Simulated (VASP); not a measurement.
Calculation: LDA (Ceperley-Alder, Perdew-Zunger), VASP's LDA PAW potentials (set 64) (plane waves; VASP).

The input files of a VASP run:

**INCAR**
```
# general
SYSTEM =Rb
PREC   =Accurate
ENCUT  =520
LREAL  =.FALSE.
LASPH  =.TRUE.

# electronic loop
EDIFF  =1E-6
NELM   =100
ALGO   =Normal
LMAXMIX=4

# smearing
ISMEAR =1
SIGMA  =0.1

# ions
IBRION =2
NSW    =60
ISIF   =3
EDIFFG =-0.01

# output
LWAVE  =.FALSE.
LCHARG =.FALSE.
```

KPOINTS:
```
Automatic
0
Gamma
  9 9 9
```

File POSCAR:
```
Rb
1
   -2.6911121847     2.6911121847     2.6911121847
    2.6911121847    -2.6911121847     2.6911121847
    2.6911121847     2.6911121847    -2.6911121847
Rb
1
Direct
  0.0000000000   1.0000000000   1.0000000000
```

POTCAR, in this order: Rb_sv (LDA.64 set). Program: vasp_std.

The resulting files:

### OSZICAR
```
       N       E                     dE             d eps       ncg     rms          rms(c)
DAV:   1     0.444390794171E+02    0.44439E+02   -0.35336E+03   560   0.850E+02
DAV:   2     0.121122367139E+01   -0.43228E+02   -0.42563E+02   616   0.142E+02
DAV:   3    -0.100336585968E+01   -0.22146E+01   -0.22144E+01   776   0.365E+01
DAV:   4    -0.106302162768E+01   -0.59656E-01   -0.59635E-01   872   0.448E+00
DAV:   5    -0.106444614810E+01   -0.14245E-02   -0.14227E-02   840   0.429E-01    0.148E+00
DAV:   6    -0.106304819633E+01    0.13980E-02   -0.23492E-03   840   0.309E-01    0.901E-01
DAV:   7    -0.106269896740E+01    0.34923E-03   -0.37515E-03   784   0.381E-01    0.551E-02
DAV:   8    -0.106271392106E+01   -0.14954E-04   -0.20376E-04   840   0.125E-01    0.982E-03
DAV:   9    -0.106271792620E+01   -0.40051E-05   -0.72655E-06   848   0.210E-02    0.587E-03
DAV:  10    -0.106271809341E+01   -0.16721E-06   -0.16033E-06   712   0.816E-03
   1 F= -.10627181E+01 E0= -.10622924E+01  d E =-.106272E+01
       N       E                     dE             d eps       ncg     rms          rms(c)
DAV:   1    -0.106286017053E+01   -0.14224E-03   -0.30380E-03   576   0.416E-01    0.516E-02
DAV:   2    -0.106276131946E+01    0.98851E-04   -0.24896E-04   624   0.131E-01    0.254E-02
DAV:   3    -0.106273165120E+01    0.29668E-04   -0.16317E-04   856   0.810E-02    0.522E-03
DAV:   4    -0.106273208872E+01   -0.43751E-06   -0.31871E-06   672   0.169E-02
   2 F= -.10627321E+01 E0= -.10623063E+01  d E =-.139953E-04
```

OUTCAR:
```
------------------------ aborting loop because EDIFF is reached ----------------------------------------
  FORCE on cell =-STRESS in cart. coord.  units (eV):
  Direction    XX          YY          ZZ          XY          YZ          ZX
  --------------------------------------------------------------------------------------
  Total       -0.0078380     -0.0078380     -0.0078380      0.0000000      0.0000000     -0.0000000
  in kB       -0.1613321     -0.1613321     -0.1613321      0.0000000      0.0000000     -0.0000000
  external PRESSURE =      -0.1613321 kB  Pullay stress =       0.0000000 kB
  volume of cell :       77.84
      direct lattice vectors                 reciprocal lattice vectors
    -2.689752371  2.689752371  2.689752371     0.000000000  0.185890718  0.185890718
     2.689752371 -2.689752371  2.689752371     0.185890718  0.000000000  0.185890718
     2.689752371  2.689752371 -2.689752371     0.185890718  0.185890718  0.000000000
 POSITION                                       TOTAL-FORCE (eV/Angst)
 -----------------------------------------------------------------------------------
      2.68975      2.68975      2.68975        -0.000000     -0.000000      0.000000
 -----------------------------------------------------------------------------------
    total drift:                                0.000000      0.000000     -0.000000
  FREE ENERGIE OF THE ION-ELECTRON SYSTEM (eV)
  ---------------------------------------------------
  free  energy   TOTEN  =        -1.0627320887 eV

  energy  without entropy=       -1.0614547353  energy(sigma->0) =       -1.06230630

 reached required accuracy - stopping structural energy minimisation
```
(Selected blocks of OUTCAR.)

### CONTCAR
```
Rb
   1.00000000000000
    -2.6897523712130913    2.6897523712130913    2.6897523712130913
     2.6897523712130913   -2.6897523712130913    2.6897523712130913
     2.6897523712130913    2.6897523712130913   -2.6897523712130913
  Rb
     1
Direct
     1.0000000000000000    1.0000000000000000    1.0000000000000000
```

The compound is Rb in the bcc structure. This run relaxes it. Symmetry was kept, so distortions that lower it aren't found. The start is the result of an earlier pass.
